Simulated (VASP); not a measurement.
Here is the system:

```
CuCl
1.0
    0.00000     2.75910     2.75910
    2.75910     0.00000     2.75910
    2.75910     2.75910     0.00000
Cu Cl
1 1
Cartesian
  0.00000   0.00000   0.00000
  1.37955   1.37955   1.37955
```

Method: PBE GGA, VASP's PBE PAW potentials (set 64) (plane waves; VASP). Settings: 400 eV cut-off, 6×6×6 Γ-centred mesh, Gaussian smearing of 0.050 eV, potentials Cu Cl.

Gaps are read on the run's mesh, which can miss a band edge.

**Question.** What does the run give for the energy per atom (σ→0), pressure, band gap (on the k-mesh) with the smallest direct gap where there is one?

**Answer.** 
| Quantity | Value |
|---|---|
| band gap (on the k-mesh) | 0.44 eV |
| smallest direct gap (on the k-mesh) | 0.44 eV |
| energy per atom (σ→0) | -3.164 eV/atom |
| pressure | -2.40 GPa |

The compound is CuCl in the zinc blende structure. The cell was not relaxed at this level. The run is one of a series of settings (KPOINTS 6×6×6 Γ-centred mesh against the base run), some of them coarse on purpose.
